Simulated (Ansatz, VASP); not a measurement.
**K3Ge: VASP beside Ansatz**

```
Ge K
1.0
     0.00000    4.25275    4.25275
     4.25275    0.00000    4.25275
     4.25275    4.25275    0.00000
Ge K
1 3
Direct
  0.00000 0.00000 0.00000
  0.50000 0.50000 0.50000
  0.75000 0.75000 0.75000
  0.25000 0.25000 0.25000
```

Change from the starting cell: volume scaled by 0.96.

Alike in both runs: task single point; functional PBE; k mesh 6 × 6 × 6; occupations fermi-dirac, width 0.05 eV; no spin polarisation.

```csv
,VASP,Ansatz
version,VASP 6.6.1,Ansatz 0.2.0
potentials or method,"VASP PAW PBE potentials, release 64 (Ge_d, K_sv)",Ansatz PAW
plane-wave cutoff (eV),520,420
valence electrons in the cell,41,41
```

|  | VASP | Ansatz | Ansatz less VASP |
| --- | --- | --- | --- |
| gap on the k mesh at the Fermi level (eV) | none | none | - |
| pressure (GPa) | 0.4 | 0.4 | +0.01 |

A gap of «none» marks a metal or a gap that the smearing closes.
